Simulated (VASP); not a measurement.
Al3InN4:

```
Al In N
1.0
     6.54843    0.00000    0.00000
    -3.27421    5.67110    0.00000
     0.00000    0.00000    5.23470
Al In N
6 2 8
Cartesian
  0.0000 1.8907 0.0000
  -1.6368 4.7257 0.0000
  1.6368 4.7257 0.0000
  1.6374 0.9454 2.6173
  4.9110 0.9454 2.6173
  3.2742 3.7804 2.6173
  0.0000 3.7807 2.6173
  3.2742 1.8904 0.0000
  0.0000 1.8907 1.9630
  -1.6368 4.7257 1.9630
  1.6368 4.7257 1.9630
  0.0000 3.7807 4.6589
  1.6374 0.9454 4.5804
  4.9110 0.9454 4.5804
  3.2742 3.7804 4.5804
  3.2742 1.8904 2.0415
```

The cell was built by a generator and needn't be a form met in nature.

| Quantity | Value |
| --- | --- |
| Program | VASP 6.6.1 |
| Task | relaxation of cell and atoms |
| Functional | PBE |
| Potentials or basis | VASP PAW PBE potentials, release 64 (Al, In_d, N) |
| Cutoff | 520 eV |
| k mesh | 3 × 3 × 3 |
| Occupations | gaussian, width 0.15 eV |
| Spin | no spin polarisation |

At the start: pressure -0.4 GPa; volume 12.15 Å³/atom.

Where does the relaxation end?

Over 8 steps the energy falls by 142.3 meV/atom and the volume is 11.85 Å³/atom (-2.5 %); space group P6_3mc (No. 186, to 0.05 Å).

Step by step:
| step | energy change (eV) | largest force (eV/Å) | pressure (GPa) | volume (Å³) |
| --- | --- | --- | --- | --- |
| 1 | 0.0000 | 3.8482 | -0.41 | 194.40 |
| 2 | -2.0833 | 0.7245 | -3.80 | 193.52 |
| 3 | -2.1136 | 0.7011 | -3.82 | 193.62 |
| 4 | -2.2342 | 0.1450 | 3.28 | 185.77 |
| 5 | -2.2668 | 0.1837 | 1.57 | 188.14 |
| 6 | -2.2655 | 0.1991 | 0.61 | 188.47 |
| 7 | -2.2659 | 0.1881 | 0.86 | 188.30 |
| 8 | -2.2762 | 0.0580 | -0.33 | 189.63 |

Final structure:
```xyz
16
Lattice="6.4684 0.0000 0.0000 -3.2342 5.6018 0.0000 0.0000 0.0000 5.2334" Properties=species:S:1:pos:R:3 pbc="T T T"
Al    0.0000    1.8182    0.0034
Al   -1.6596    4.6927    0.0034
Al    1.6596    4.6927    0.0034
Al    1.5746    0.9091    2.6202
Al    4.8938    0.9091    2.6202
Al    3.2342    3.7837    2.6202
In    0.0000    3.7345    2.6112
In    3.2342    1.8673    5.2280
N     0.0000    1.7169    1.9102
N    -1.7473    4.7434    1.9102
N     1.7473    4.7434    1.9102
N     0.0000    3.7345    4.8098
N     1.4869    0.8584    4.5270
N     4.9816    0.8584    4.5270
N     3.2342    3.8849    4.5270
N     3.2342    1.8673    2.1931
```
